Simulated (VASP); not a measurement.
Given:

```
CELL_PARAMETERS angstrom
      0.00000     3.03469     3.03469
      3.03469     0.00000     3.03469
      3.03469     3.03469     0.00000
ATOMIC_POSITIONS crystal
  Pb 0.00000 0.00000 0.00000
  Se 0.50000 0.50000 0.50000
```

Computed with PBE GGA with D4 dispersion, VASP's PBE PAW potentials (set 64) (plane waves; VASP). Run with 520 eV cut-off, 8×8×8 Γ-centred mesh, Gaussian smearing of 0.050 eV, potentials Pb_d Se.

Unless said otherwise, spin-orbit coupling is left out, though it shifts the bands of the heavy elements here.

**Question.** Predict the energy per atom (σ→0), pressure, band gap (on the k-mesh) with the smallest direct gap where there is one.

**Answer.** 
```
Quantity                                     Result
-----------------------------------  --------------
band gap (on the k-mesh)                    0.20 eV
smallest direct gap (on the k-mesh)         0.20 eV
energy per atom (σ→0)                -4.484 eV/atom
pressure                                   1.72 GPa
```

Only differences to runs with the same potentials and settings are physical.

The compound is PbSe in the rock salt structure. This cell is one point of a volume scan, at 0.97 of the reference volume.
